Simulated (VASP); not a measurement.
Input of a VASP 6.6.1 run:

File POSCAR:

```
Si3Ge
1.0
    3.8585470850      0.0000000000      0.0000000000
    0.0000000000      3.8585470850      0.0000000000
    0.0000000000      0.0000000000      5.5139524886
Si Ge
3 1
Direct
    0.5000000000      0.0000000000      0.7548009297
    0.5000000000      0.5000000000      0.0000000000
    0.0000000000      0.5000000000      0.2451990703
    0.0000000000      0.0000000000      0.5000000000
```

Contents of INCAR.step1:

```
  PREC = Accurate
  ENCUT = 520
  ISMEAR = 0
  SIGMA = 0.01
  LREAL = False
  LASPH = True
  NELM = 100
  NBANDS = 21
  GGA = PE
  ALGO = Normal
  EDIFF = 1E-4
  LWAVE = True
  LCHARG = False
```

File INCAR.step2:

```
  PREC = Accurate
  ENCUT = 520
  EDIFF = 1E-6
  ISMEAR = 0
  SIGMA = 0.01
  LREAL = False
  LASPH = True
  NELM = 100
  ALGO = Normal
  ISIF = 2
  LWAVE = False
  LCHARG = False
  METAGGA = R2SCAN
  LMIXTAU = True
  NBANDS = 21
  ISTART = 1
```

KPOINTS

```
Automatic mesh
0
Gamma
  6 6 6
```

Potentials or basis: VASP PAW PBE potentials, release 64 (Si, Ge_d).

The run is started by

```console
$ cat potpaw_PBE.64/Si/POTCAR potpaw_PBE.64/Ge_d/POTCAR > POTCAR
$ cp INCAR.step1 INCAR
$ mpirun -np 1 vasp_std > vasp.out
$ cp INCAR.step2 INCAR
$ mpirun -np 1 vasp_std > vasp.out
```

Task: Predict the pressure.

Result: 0.8 GPa.

Task: What does it give for the largest force?

Result: 0.021 eV/Å.

Task: Predict the band gap on the k mesh.

Result: 0.49 eV, indirect (least direct gap 0.87 eV).

Stress tensor (GPa, compression positive):
```
 1.22  0.00  0.00
 0.00  1.22  0.00
 0.00  0.00 -0.13
```

Caveat: the PAW data sets were made with another functional, which shifts forces and pressure a little. A k mesh can miss the band edges.
